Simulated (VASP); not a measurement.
VASP runs on MoTe$_{2}$ (space group P6_3/mmc) share one base input (LDA (Ceperley-Alder, Perdew-Zunger), plane waves, VASP's LDA PAW potentials (set 64)) and change the settings named in each case.

### POSCAR
```
MoTe2
1
    1.7600000000    -3.0484090000     0.0000000000
    1.7600000000     3.0484090000     0.0000000000
    0.0000000000     0.0000000000    13.9600000000
Te Mo
4 2
Direct
  0.3333330000   0.6666670000   0.8790000000
  0.6666670000   0.3333330000   0.3790000000
  0.6666670000   0.3333330000   0.1210000000
  0.3333330000   0.6666670000   0.6210000000
  0.3333330000   0.6666670000   0.2500000000
  0.6666670000   0.3333330000   0.7500000000
```

INCAR:
```
# general
SYSTEM  = MoTe2
PREC    = Accurate
ENCUT   = 300
LREAL   = .FALSE.   # projection in real space or not
LASPH   = .TRUE.   # aspherical one-centre terms

# electronic loop
EDIFF   = 1E-6
NELM    = 100   # most electronic steps
ALGO    = Normal   # blocked Davidson
LMAXMIX = 4   # l cut-off of mixed one-centre charges

# smearing
ISMEAR  = -1
SIGMA   = 0.02

# ions
ISIF    = 2   # forces and stress, cell fixed

# output
LWAVE   = .FALSE.
LCHARG  = .FALSE.
```

**KPOINTS**
```
Automatic mesh
0
Gamma
5 5 1
0 0 0
```

POTCAR, in this order: Te Mo_sv (LDA.64 set). Program: vasp_std.

```json
[
 {"change": "base run", "E(σ→0) (eV/atom)": "-6.8612", "pressure (GPa)": "-2.70", "largest force (eV/Å)": "0.260"},
 {"change": "GGA = PS, POTCAR Te Mo_sv (PBE.64 set)", "E(σ→0) (eV/atom)": "-6.5562", "pressure (GPa)": "[?]", "largest force (eV/Å)": "[?]"},
 {"change": "GGA_COMPAT = .FALSE., LNONCOLLINEAR = .TRUE., LSORBIT = .TRUE., MAGMOM = 0.0 0.0 0.0 0.0 0.0 0.0 0.0 0.0 0.0 0.0 0.0 0.0 0.0 0.0 0.0 0.0 0.0 0.0, program vasp_ncl", "E(σ→0) (eV/atom)": "-6.9663", "pressure (GPa)": "-2.59", "largest force (eV/Å)": "0.243"},
 {"change": "KPOINTS 3×3×1 Γ-centred mesh", "E(σ→0) (eV/atom)": "-6.8954", "pressure (GPa)": "[?]", "largest force (eV/Å)": "[?]"}
]
```

Task: Complete the blanks.

Result: 
- KPOINTS 3×3×1 Γ-centred mesh, pressure (GPa): -3.29
- KPOINTS 3×3×1 Γ-centred mesh, largest force (eV/Å): 0.521
- GGA = PS, POTCAR Te Mo_sv (PBE.64 set), pressure (GPa): -0.86
- GGA = PS, POTCAR Te Mo_sv (PBE.64 set), largest force (eV/Å): 0.081

Energies of different potentials or functionals have different zeros.  Unless said otherwise, spin-orbit coupling is left out, though it shifts the bands of the heavy elements here. At 300 eV the pressure can carry a Pulay error.

Left out are runs that ran out of time, are held back, or changed the cell or the kind of run, fixed moments of cells without a moment, rows past the twelfth, gaps on odd meshes, pressures of charged cells and columns that move by less than the noise.

The structure is a typed MoTe2 crystal (P6_3/mmc). The cell was not relaxed at this level, forces remain on its atoms.
